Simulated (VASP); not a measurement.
# Mg6TiFe (Amm2) in VASP: further runs, part 2 of 2

VASP 6.6.1.

## (3) Single point, PBEsol, collinear spin, ferromagnetic start

run.py reads:

```python
from ase.calculators.vasp import Vasp
from ase.dft.bandgap import bandgap
from ase.io import read

atoms = read('Mg6TiFe.cif', primitive_cell=True, subtrans_included=False)
atoms.set_initial_magnetic_moments([0.0, 0.0, 0.0, 0.0, 3.0, 1.0, 0.0, 0.0])
calc = Vasp(
    directory='calc',
    xc='pbesol',
    pp='PBE',
    setups='recommended',
    pp_version='54',
    prec='Accurate',
    encut=520,
    ediff=1e-07,
    ismear=0,
    sigma=0.05,
    lreal=False,
    lasph=True,
    nelm=150,
    algo='Normal',
    isif=2,
    lwave=False,
    lcharg=False,
    ispin=2,
    lorbit=11,
    lmaxmix=4,
    kpts=[5, 5, 6],
    gamma=True,
)
atoms.calc = calc

print('energy (eV):', atoms.get_potential_energy())
print('free energy (eV):', atoms.get_potential_energy(force_consistent=True))
print('forces (eV/A):')
print(atoms.get_forces())
print('stress (eV/A^3, Voigt):', atoms.get_stress())
print('Fermi level (eV):', calc.get_fermi_level())
print('moment (muB):', atoms.get_magnetic_moment())
print('site moments (muB):', atoms.get_magnetic_moments())
gap, top, bottom = bandgap(calc)
print('band gap (eV):', gap, 'from (spin, k, band)', top, 'to', bottom)
```

Mg6TiFe.cif reads:

```cif
data_Mg6TiFe
_cell_length_a 4.78247600
_cell_length_b 6.08771000
_cell_length_c 10.98028800
_cell_angle_alpha 90.00000000
_cell_angle_beta 90.00000000
_cell_angle_gamma 90.00000000
_space_group_name_H-M_alt 'Amm2'
_space_group_name_Hall 'A 2 -2'
_space_group_IT_number 38
loop_
_space_group_symop_operation_xyz
'x,y,z'
'-x,-y,z'
'-x,y,z'
'x,-y,z'
'x,y+1/2,z+1/2'
'-x,-y+1/2,z+1/2'
'-x,y+1/2,z+1/2'
'x,-y+1/2,z+1/2'
loop_
_atom_site_label
_atom_site_type_symbol
_atom_site_symmetry_multiplicity
_atom_site_Wyckoff_symbol
_atom_site_fract_x
_atom_site_fract_y
_atom_site_fract_z
_atom_site_occupancy
Fe1 Fe 2 a 0.0000000000 0.5000000000 0.3055390000 1
Ti1 Ti 2 b 0.5000000000 0.5000000000 0.1896900000 1
Mg1 Mg 2 b 0.5000000000 0.0000000000 0.1662590000 1
Mg2 Mg 4 e 0.5000000000 0.7396020000 0.4206680000 1
Mg3 Mg 2 a 0.0000000000 0.0000000000 0.3307850000 1
Mg4 Mg 4 d 0.0000000000 0.2593720000 0.0831950000 1
```

Potentials or basis: VASP PAW PBE potentials, release 54 (Mg, Fe, Ti_sv).

On the command line:

```sh
$ python run.py
```

Log:

```text
energy (eV): -26.04853559
free energy (eV): -26.05275094
forces (eV/A):
[[ 0.          0.          0.05696146]
 [ 0.          0.00181296  0.0039094 ]
 [ 0.         -0.00181296  0.0039094 ]
 [ 0.          0.         -0.06416249]
 [ 0.          0.         -0.12784775]
 [ 0.          0.          0.14230343]
 [ 0.          0.01667689 -0.00753672]
 [ 0.         -0.01667689 -0.00753672]]
stress (eV/A^3, Voigt): [ 0.01121194  0.00895673  0.01017076 -0.         -0.         -0.        ]
Fermi level (eV): 3.38445661
moment (muB): 0.8667157
site moments (muB): [ 0.008 -0.008 -0.008 -0.007  2.392 -1.008 -0.01  -0.01 ]
band gap (eV): 0.0 from (spin, k, band) (None, None, None) to (None, None, None)
```

OUTCAR:

```text
ENCUT = 520.000000
   EDIFF = 1.00e-07
   GGA = PS
   PREC = Accurate
   ISIF = 2
   ISMEAR = 0
   ISPIN = 2
   LORBIT = 11
   NELM = 150
   LASPH = .TRUE.
   LREAL = .FALSE.

 ion  position               nearest neighbor table
   1  0.834  0.166  0.500-   4 3.00   4 3.00   6 3.01   5 3.01   5 3.01   6 3.01   8 3.05   8 3.05
                             3 3.07   2 3.07   2 3.21   3 3.21
   2  0.319  0.160  0.500-   3 2.92   8 2.93   5 2.99   5 2.99   4 3.03   4 3.03   1 3.07   7 3.07
                             7 3.07   3 3.17   1 3.21
   3  0.840  0.681  0.500-   2 2.92   8 2.93   6 2.99   6 2.99   4 3.03   4 3.03   1 3.07   7 3.07
[... 1520 lines left out ...]
  ---------------------------------------------------
  free  energy   TOTEN  =       -26.0527509369 eV

  energy  without entropy=      -26.0443202396  energy(sigma->0) =      -26.04853559

 total charge

# of ion       s       p       d       tot
------------------------------------------
    1        0.223   0.152   0.014   0.390
    2        0.213   0.148   0.015   0.375
    3        0.213   0.148   0.015   0.375
    4        0.206   0.138   0.015   0.359
    5        0.214   0.149   0.016   0.380
    6        0.214   0.149   0.016   0.380
    7        0.413   0.282   6.154   6.849
    8        2.196   6.080   1.873  10.149
--------------------------------------------------
tot          3.893   7.246   8.117  19.256

 magnetization (x)

# of ion       s       p       d       tot
------------------------------------------
    1        0.007   0.003  -0.001   0.008
    2        0.000  -0.007  -0.001  -0.008
    3        0.000  -0.007  -0.001  -0.008
    4       -0.007   0.001  -0.000  -0.007
    5       -0.001  -0.007  -0.001  -0.010
    6       -0.001  -0.007  -0.001  -0.010
    7        0.028  -0.009   2.373   2.392
    8       -0.023  -0.025  -0.960  -1.008
--------------------------------------------------
tot          0.003  -0.059   1.406   1.350
```

INCAR:

```text
ENCUT = 520.000000
SIGMA = 0.050000
EDIFF = 1.00e-07
ALGO = Normal
GGA = PS
PREC = Accurate
ISIF = 2
ISMEAR = 0
ISPIN = 2
LMAXMIX = 4
LORBIT = 11
NELM = 150
LASPH = .TRUE.
LCHARG = .FALSE.
LWAVE = .FALSE.
LREAL = .FALSE.
MAGMOM = 6*0.0000 1*3.0000 1*1.0000
```

Wall time 7.7 min (1 thread of Intel Xeon Platinum 8375C at 2.90GHz (Ice Lake), shared host); peak memory 0.48 GiB.

What came out:

```
Free energy                                           : -26.0528 eV
Pressure                                              : -1.6 GPa
Largest force                                         : 0.142 eV/Å
Band gap on the k mesh                                : none (metal or under the smearing width)
Net moment                                            : 0.87 μB per cell
Site moments                                          : Mg +0.01, -0.01; Fe +2.39; Ti -1.01 μB
Valence electrons inside the program's atomic spheres : Mg 0.39, 0.38, 0.36; Fe 6.85; Ti 10.15
```

Forces in eV/Å, atoms in the order of the input:
```
Mg   0.000  0.000  0.057
Mg   0.000  0.002  0.004
Mg   0.000 -0.002  0.004
Mg   0.000  0.000 -0.064
Fe   0.000  0.000 -0.128
Ti   0.000  0.000  0.142
Mg   0.000  0.017 -0.008
Mg   0.000 -0.017 -0.008
```

Levels at points of the mesh, in eV from the Fermi level:
Spin up:
```
           k point  band 15  band 16  band 17  band 18  band 19  band 20
(0.00, 0.00, 0.00)    -1.16    -1.08    -0.81     0.28     0.81     1.05
(0.00, 0.00, 0.50)    -0.72    -0.68    -0.51    -0.31    -0.08     0.41
```
Spin down:
| k point | band 12 | band 13 | band 14 | band 15 | band 16 | band 17 | band 18 | band 19 |
| --- | --- | --- | --- | --- | --- | --- | --- | --- |
| (0.00, 0.00, 0.00) | -0.90 | -0.76 | -0.67 | -0.26 | 0.08 | 0.15 | 0.56 | 0.66 |
| (0.00, 0.00, 0.50) | -0.95 | -0.84 | -0.78 | -0.77 | -0.71 | -0.36 | -0.31 | 0.63 |

Caveat: the PAW data sets were made with another functional, which shifts forces and pressure a little.
